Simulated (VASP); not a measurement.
Energy against volume of CuAu (L1_0). These are RPBE GGA, VASP's PBE PAW potentials (set 64) (plane waves; VASP) values and carry that method's errors. Run with 520 eV cut-off, 13×13×10 Γ-centred mesh, first-order Methfessel-Paxton smearing of 0.10 eV, potentials Cu Au.

Shape and ions are relaxed at each volume.

```csv
V (Å³/atom),E (eV/atom)
15.017,-2.99897
15.482,-3.00502
15.946,-3.00041
16.411,-2.98717
```

### Question
Fit these four points and predict the energy of the run at 14.553 Å³/atom.

### Answer
A cubic in V^(−2/3), the third-order Birch-Murnaghan form, passes through the four points with V0 = 15.50 Å³/atom and B0 = 121 GPa, and gives -2.9798 eV/atom there. The run gave -2.9798 eV/atom, -0.0 meV/atom from the fit; all five points give B0 = 121 GPa.

The compound is CuAu in the L1_0 structure. It was relaxed first, which changed the volume by +8 %.
